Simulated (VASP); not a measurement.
OSZICAR of a VASP run on GaN (wurtzite):

### OSZICAR
```
       N       E                     dE             d eps       ncg     rms          rms(c)
DAV:   1     0.293875233082E+03    0.29388E+03   -0.18770E+04  1384   0.307E+03
DAV:   2     0.169873300874E+02   -0.27689E+03   -0.26792E+03  1458   0.538E+02
DAV:   3    -0.188790953273E+02   -0.35866E+02   -0.35587E+02  1530   0.157E+02
DAV:   4    -0.202906204956E+02   -0.14115E+01   -0.14077E+01  1796   0.339E+01
DAV:   5    -0.203163708301E+02   -0.25750E-01   -0.25738E-01  1532   0.406E+00    0.109E+01
DAV:   6    -0.162325760096E+02    0.40838E+01   -0.15604E+01  2386   0.572E+01    0.308E+00
DAV:   7    -0.163400320959E+02   -0.10746E+00   -0.16896E+00  1404   0.111E+01    0.266E+00
DAV:   8    -0.163278669565E+02    0.12165E-01   -0.29556E-01  2224   0.798E+00    0.882E-01
DAV:   9    -0.163050784547E+02    0.22789E-01   -0.11709E-01  2378   0.564E+00    0.345E-01
DAV:  10    -0.163059978400E+02   -0.91939E-03   -0.56711E-03  1512   0.809E-01    0.151E-01
DAV:  11    -0.163058242583E+02    0.17358E-03   -0.13135E-03  2018   0.698E-01    0.270E-02
DAV:  12    -0.163058338694E+02   -0.96111E-05   -0.18903E-04  1470   0.102E-01    0.119E-02
DAV:  13    -0.163058330749E+02    0.79447E-06   -0.28818E-05  1906   0.126E-01    0.569E-03
DAV:  14    -0.163058329835E+02    0.91384E-07   -0.41347E-06  2180   0.464E-02    0.215E-03
DAV:  15    -0.163058329472E+02    0.36290E-07   -0.56269E-07  1814   0.833E-03
   1 F= -.16305833E+02 E0= -.16305833E+02  d E =-.163058E+02
       N       E                     dE             d eps       ncg     rms          rms(c)
DAV:   1    -0.163060238696E+02   -0.19089E-03   -0.79437E-03  1484   0.741E-01    0.753E-02
DAV:   2    -0.163059348113E+02    0.89058E-04   -0.30279E-04  1810   0.269E-01    0.447E-02
DAV:   3    -0.163058797022E+02    0.55109E-04   -0.84757E-05  1798   0.145E-01    0.375E-03
DAV:   4    -0.163058821493E+02   -0.24470E-05   -0.26637E-05  1368   0.548E-02    0.243E-03
DAV:   5    -0.163058820714E+02    0.77890E-07   -0.85722E-07  1784   0.904E-03
   2 F= -.16305882E+02 E0= -.16305882E+02  d E =-.491242E-04
```

Q: Which electronic solver shows in the log?

A: It is blocked Davidson (ALGO = Normal, or the opening steps of other solvers). The INCAR had ALGO = Normal.

Q: Can the final energy be trusted as converged?

A: Self-consistency was reached. It stopped with EDIFF = 1E-7, NELM = 100, NSW = 30 and EDIFFG = -0.01 after 2 ionic steps (rev-vdW-DF2, plane waves, VASP's PBE PAW potentials (set 64)).

The compound is GaN in the wurtzite structure. This run relaxes it. Symmetry was kept, so distortions that lower it aren't found.
